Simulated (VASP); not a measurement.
Runs of VASP 6.6.1 on Cl2SiH2. The cell holds a molecule in a box, 5 atoms: a = 12.000 Å, b = 12.000 Å, c = 12.000 Å, α = 90.00°, β = 90.00°, γ = 90.00°. 

| task | level | cell | gap on the mesh (eV) | largest force (eV/Å) |
| --- | --- | --- | --- | --- |
| relaxation of the atoms | PBE | atoms relaxed | 6.53 | 0.01 |
| atomic charges | PBE+TS | as given | 6.60 | (a) |
| single point | PBE | as given | 6.60 | 0.23 |
| relaxation of the atoms | PBE+D4 | atoms relaxed | 6.54 | - |
| electron localisation function | PBE | as given | 6.60 | 0.23 |

Alike in all rows: potentials or basis VASP PAW PBE potentials, release 64 (Cl, Si, H); no spin polarisation; k mesh 1 × 1 × 1; cutoff (eV) 520; smearing gaussian 0.01 eV.

Q: Fill in the values left out.

A: (a) 0.26.

A k mesh can miss the band edges.

Not every run made on this cell is shown here.
